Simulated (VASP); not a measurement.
Method: PBEsol GGA, VASP's PBE PAW potentials (set 64) (plane waves; VASP).

Input for VASP

KPOINTS:
```
Automatic mesh
0
G
 8 8 8
```

### POSCAR
```
PbTe
1.0
  0.0000000000   3.2210916968   3.2210916968
  3.2210916968   0.0000000000   3.2210916968
  3.2210916968   3.2210916968   0.0000000000
Pb Te
1 1
direct
  0.0000000000   0.0000000000   1.0000000000
  0.5000000000   0.5000000000   0.5000000000
```

**INCAR**
```
SYSTEM = PbTe
PREC = Accurate
ENCUT = 400
EDIFF = 1E-7
NELM = 100
ALGO = Normal
LREAL = .FALSE.
LASPH = .TRUE.
ISMEAR = -5
GGA = PS
LMAXMIX = 4
LWAVE = .FALSE.
LCHARG = .TRUE.
LORBIT = 11
NEDOS = 601
ISIF = 2
```

POTCAR, in this order: Pb_d Te (PBE.64 set). Program: vasp_std.

What VASP printed:

File OSZICAR:
```
       N       E                     dE             d eps       ncg     rms          rms(c)
DAV:   1     0.136836152708E+03    0.13684E+03   -0.79822E+03   820   0.112E+03
DAV:   2     0.134141278323E+01   -0.13549E+03   -0.13323E+03   854   0.313E+02
DAV:   3    -0.813813696410E+01   -0.94795E+01   -0.94481E+01  1058   0.902E+01
DAV:   4    -0.836940225145E+01   -0.23127E+00   -0.23117E+00  1022   0.170E+01
DAV:   5    -0.837621032076E+01   -0.68081E-02   -0.68080E-02  1084   0.239E+00    0.342E+00
DAV:   6    -0.826452404690E+01    0.11169E+00   -0.25883E-01  1152   0.449E+00    0.213E+00
DAV:   7    -0.825874832751E+01    0.57757E-02   -0.75845E-02  1010   0.171E+00    0.882E-01
DAV:   8    -0.825900890853E+01   -0.26058E-03   -0.84218E-03   992   0.109E+00    0.127E-01
DAV:   9    -0.825896266501E+01    0.46244E-04   -0.94303E-04  1174   0.351E-01    0.388E-02
DAV:  10    -0.825896806626E+01   -0.54013E-05   -0.80289E-05   938   0.849E-02    0.230E-02
DAV:  11    -0.825897057551E+01   -0.25092E-05   -0.19068E-05  1004   0.347E-02    0.107E-02
DAV:  12    -0.825897055329E+01    0.22217E-07   -0.13428E-06   986   0.103E-02    0.650E-03
DAV:  13    -0.825897038031E+01    0.17298E-06   -0.86825E-08   642   0.236E-03    0.281E-03
DAV:  14    -0.825897042521E+01   -0.44899E-07   -0.17671E-07   516   0.459E-03
   1 F= -.82589704E+01 E0= -.82589704E+01  d E =0.000000E+00
```

OUTCAR:
```
------------------------ aborting loop because EDIFF is reached ----------------------------------------
  FORCE on cell =-STRESS in cart. coord.  units (eV):
  Direction    XX          YY          ZZ          XY          YZ          ZX
  --------------------------------------------------------------------------------------
  Total        0.0005937      0.0005937      0.0005937     -0.0000000      0.0000000      0.0000000
  in kB        0.0142308      0.0142308      0.0142308     -0.0000000      0.0000000      0.0000000
  external PRESSURE =       0.0142308 kB  Pullay stress =       0.0000000 kB
  volume of cell :       66.84
      direct lattice vectors                 reciprocal lattice vectors
     0.000000000  3.221091697  3.221091697    -0.155226876  0.155226876  0.155226876
     3.221091697  0.000000000  3.221091697     0.155226876 -0.155226876  0.155226876
     3.221091697  3.221091697  0.000000000     0.155226876  0.155226876 -0.155226876
  FREE ENERGIE OF THE ION-ELECTRON SYSTEM (eV)
  ---------------------------------------------------
  free  energy   TOTEN  =        -8.2589704252 eV

  energy  without entropy=       -8.2589704252  energy(sigma->0) =       -8.25897043

 total charge

# of ion       s       p       d       tot
------------------------------------------
    1        1.448   0.588   9.831  11.867
    2        1.376   1.989   0.019   3.385
--------------------------------------------------
tot          2.825   2.577   9.850  15.252
```
(Selected blocks of OUTCAR.)

The structure was generated: PbTe was put into the rock salt type (Fm-3m), which need not be its known phase. It was relaxed first, which changed the volume by +16 %.
